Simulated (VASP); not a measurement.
A run of VASP 6.6.1:

The input INCAR:

```
PREC = Accurate
ENCUT = 520
EDIFF = 1E-6
ISMEAR = -1
SIGMA = 0.05
LREAL = Auto
LASPH = T
NELM = 100
ALGO = Normal
ISIF = 2
LWAVE = F
LCHARG = T
GGA = CA
LELF = T
LVHAR = T
NBANDS = 58
```

File KPOINTS:

```
regular mesh
0
Gamma
  1 1 1
```

Contents of POSCAR:

```
H4C
1.0
    8.2150030000      0.0000000000      0.0000000000
    0.0000000000      8.2150030000      0.0000000000
    0.0000000000      0.0000000000      8.2150030000
C H
8 32
Direct
    0.3624831300      0.0782227347      0.2976140118
    0.7859522388      0.6429334232      0.6245402467
    0.3663297506      0.8427264117      0.8825316315
   -0.0660255389      0.7347410585      0.1033231516
    0.4949237389      0.4967983578      0.7839680643
    0.0088496620      0.3398051102      0.2344977841
    0.6971269517      0.0862568157      0.8044184524
    0.1483383512      0.8300179562      0.4668531466
    0.2340960801      0.0518319957      0.3087156511
    0.3595251274      0.2038343747      0.2541691099
    0.4069505513     -0.0367985258      0.2231770335
    0.4092147014      0.0351186725      0.4083382562
    0.7279486082      0.5351063171      0.5799997882
    0.7866947827      0.6197563166      0.7631403178
    0.7213874420      0.7716856585      0.6167374498
    0.9300422654      0.6665487523      0.5721848184
    0.4194033770      0.9608882675      0.9060982692
    0.2527692321      0.8086667771      0.9538036687
    0.4491173040      0.7413387433      0.9168347230
    0.3497016374      0.8083624559      0.7406935822
   -0.1953255525      0.6845767433      0.1216189452
   -0.0272550113      0.8325255633      0.2180766093
   -0.0511259704      0.7969199768     -0.0047108930
    0.0526232309      0.6617769951      0.1461715839
    0.4717222867      0.3744490416      0.7203649226
    0.4225683180      0.5039073023      0.8969929774
    0.4601215605      0.6006571148      0.6859887939
    0.6320874137      0.5297746087      0.7996101766
    0.0298478284      0.2195008328      0.2735604601
    0.0567376543      0.3231404785      0.1120632579
    0.1100060463      0.4162871273      0.2944977622
   -0.1090687368      0.3863906075      0.2720510266
    0.5751915124      0.0894095839      0.8703344357
    0.7365669860      0.1754716340      0.7136820279
    0.6997319417     -0.0399147754      0.7552766566
    0.7746071426      0.0636396603      0.9348018497
    0.0848569380      0.7276077684      0.5426047927
    0.2033596336      0.7657087892      0.3581009039
    0.2201946853      0.9499448752      0.5120144204
    0.0484235977      0.8644184305      0.3691173332
```

Potentials or basis: VASP PAW LDA potentials, release 64 (C, H).

Launch:

```console
$ cat potpaw_LDA.64/C/POTCAR potpaw_LDA.64/H/POTCAR > POTCAR
$ mpirun -np 1 vasp_gam > vasp.out
```

Hardware: 1 thread of Intel(R) Xeon(R) Platinum 8259CL CPU @ 2.50GHz (Skylake/Cascade Lake) (shared host).

Estimate the wall time of this run.

Wall time 50 s on 1 thread of Intel(R) Xeon(R) Platinum 8259CL CPU @ 2.50GHz (Skylake/Cascade Lake), with other jobs on the host, peak memory 0.39 GiB. Counts: scf iterations 18, k points 1.
